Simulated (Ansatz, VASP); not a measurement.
# Tl3SI: VASP beside Ansatz

```
S I Tl
1.0
     7.40000    0.00000    0.00000
     0.00000    7.40000    0.00000
     0.00000    0.00000    7.40000
S I Tl
1 1 3
Direct
  0.00000 0.00000 0.00000
  0.50000 0.50000 0.50000
  0.50000 0.50000 0.00000
  0.50000 0.00000 0.50000
  0.00000 0.50000 0.50000
```

The cell comes from a database or a generator and needn't be the stable form of this composition.

Alike in both runs: task single point; functional PBE; k mesh 4 × 4 × 4; occupations gaussian, width 0.05 eV; no spin polarisation.

```csv
,VASP,Ansatz
version,VASP 6.6.1,Ansatz 0.2.0
potentials or method,"VASP PAW PBE potentials, release 64 (S, I, Tl_d)","scalar-relativistic, plane waves, PAW"
plane-wave cutoff (eV),520,420
valence electrons in the cell,52,62
```

Ansatz gave:

* gap on the k mesh at the Fermi level (eV): 0.10
* least direct gap on the mesh (eV): 0.10
* pressure (GPa): -1.7

**Question.** Which values does VASP return?

**Answer.** gap on the k mesh at the Fermi level (eV): 0.10; least direct gap on the mesh (eV): 0.10; pressure (GPa): -1.8.

The functional is the same, so the differences come from potentials, cutoffs and numerics. The two sets of potentials don't hold the same shells in valence.

Caveats: spin-orbit coupling is left out, which as a rule narrows the gap of such compounds by several tenths of an eV. A k mesh can miss the band edges. Expect the measured gap to be larger: semilocal functionals such as PBE lack the derivative discontinuity.
